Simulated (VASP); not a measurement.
Data:

```
Al3InN4
1.0
    1.60346    -2.77728     0.00000
    1.60346     2.77728     0.00000
    0.00000     0.00000    10.46324
In Al N
1 3 4
Direct
  0.66667   0.33333   0.25331
  0.33333   0.66667   0.98665
  0.66667   0.33333   0.75150
  0.33333   0.66667   0.51570
  0.66667   0.33333   0.46225
  0.33333   0.66667   0.16566
  0.66667   0.33333   0.93223
  0.33333   0.66667   0.69669
```

Method: PBEsol GGA, VASP's PBE PAW potentials (set 64) (plane waves; VASP). Settings: 520 eV cut-off, Gaussian smearing of 0.050 eV, potentials In_d Al N.

Unless said otherwise, spin-orbit coupling is left out, though it shifts the bands of the heavy elements here.

Give the energies of bands 12 to 25 at the high-symmetry points, in eV from the valence-band maximum.

```json
[
 {"band": "12", "Γ": "-3.91", "M": "-6.05", "K": "-5.59", "A": "-2.33", "L": "-5.58", "H": "-5.43"},
 {"band": "13", "Γ": "-2.02", "M": "-4.95", "K": "-4.79", "A": "-2.08", "L": "-5.56", "H": "-5.29"},
 {"band": "14", "Γ": "-2.02", "M": "-4.22", "K": "-4.73", "A": "-2.01", "L": "-3.59", "H": "-5.08"},
 {"band": "15", "Γ": "-1.65", "M": "-3.13", "K": "-4.63", "A": "-2.01", "L": "-3.37", "H": "-4.99"},
 {"band": "16", "Γ": "-1.65", "M": "-2.73", "K": "-4.24", "A": "-1.67", "L": "-3.09", "H": "-3.68"},
 {"band": "17", "Γ": "-1.30", "M": "-2.47", "K": "-3.23", "A": "-1.67", "L": "-2.62", "H": "-3.25"},
 {"band": "18", "Γ": "-1.30", "M": "-2.44", "K": "-3.23", "A": "-1.28", "L": "-2.21", "H": "-2.72"},
 {"band": "19", "Γ": "-0.93", "M": "-2.06", "K": "-2.94", "A": "-1.28", "L": "-2.00", "H": "-2.44"},
 {"band": "20", "Γ": "0.00", "M": "-2.06", "K": "-1.87", "A": "0.00", "L": "-1.90", "H": "-2.24"},
 {"band": "21", "Γ": "0.00", "M": "-1.10", "K": "-1.59", "A": "0.00", "L": "-1.16", "H": "-2.22"},
 {"band": "22", "Γ": "1.38", "M": "3.36", "K": "3.85", "A": "1.97", "L": "3.19", "H": "4.33"},
 {"band": "23", "Γ": "4.21", "M": "3.69", "K": "5.30", "A": "3.48", "L": "3.54", "H": "4.96"},
 {"band": "24", "Γ": "4.39", "M": "4.62", "K": "5.33", "A": "4.74", "L": "4.45", "H": "5.52"},
 {"band": "25", "Γ": "4.97", "M": "4.67", "K": "5.72", "A": "5.03", "L": "4.85", "H": "5.52"}
]
```

The gap is direct, 1.38 eV, from the valence maximum at Γ to the conduction minimum at Γ.

The structure was generated: Al3InN4 was put into an ordered model structure (P3m1), which need not be its known phase. It was relaxed first.
